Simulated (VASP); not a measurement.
CuO2:

```
CELL_PARAMETERS angstrom
1.41261 -5.21075 0.00000
1.41261 5.21075 0.00000
0.00000 0.00000 4.34342
ATOMIC_POSITIONS crystal
Cu 0.16725 0.83275 0.75000
Cu 0.83275 0.16725 0.25000
O 0.78897 0.21103 0.75000
O 0.21103 0.78897 0.25000
O 0.55149 0.44851 0.75000
O 0.44851 0.55149 0.25000
```

The cell comes from a database or a generator and needn't be the stable form of this composition.

| Quantity | Value |
| --- | --- |
| Program | VASP 6.6.1 |
| Task | single point |
| Functional | PBEsol |
| Potentials or basis | VASP PAW PBE potentials, release 64 (Cu, O) |
| Cutoff | 520 eV |
| k mesh | 10 × 10 × 6 |
| Occupations | fermi-dirac, width 0.05 eV |
| Spin | no spin polarisation |

On this cell: pressure -7.9 GPa; largest force 0.429 eV/Å; band gap on the k mesh none (metal or under the smearing width).

The same run follows on a disturbed copy (atoms moved at random, drawn with an rms of 0.05 Å):

```
CELL_PARAMETERS angstrom
1.41261 -5.21075 0.00000
1.41261 5.21075 0.00000
0.00000 0.00000 4.34342
ATOMIC_POSITIONS crystal
Cu 0.15974 0.81686 0.75384
Cu 0.83354 0.16394 0.25433
O 0.81198 0.22952 0.75555
O 0.19162 0.77231 0.26271
O 0.53789 0.42786 0.75115
O 0.44401 0.55108 0.25154
```

What does the disturbed cell give?

The energy (extrapolated to zero smearing) moves by +13.6 meV/atom; pressure -6.6 GPa; largest force 0.971 eV/Å; band gap on the k mesh none (metal or under the smearing width).

Forces on the atoms (eV/Å):
```
Cu   0.782  0.517 -0.016
Cu  -0.426  0.870  0.055
O   -0.950  0.053  0.121
O    0.449 -0.781 -0.210
O    0.063 -0.333  0.065
O    0.082 -0.327 -0.015
```

Stress tensor (GPa, compression positive):
```
-7.46  3.38 -0.02
 3.38 -5.64 -0.17
-0.02 -0.17 -6.71
```

Caveats: the PAW data sets were made with another functional, which shifts forces and pressure a little; the run has no spin polarisation, though such a crystal can be magnetic; semilocal functionals often make such compounds metallic where correlation or magnetic order opens a gap, which also shifts bond lengths.
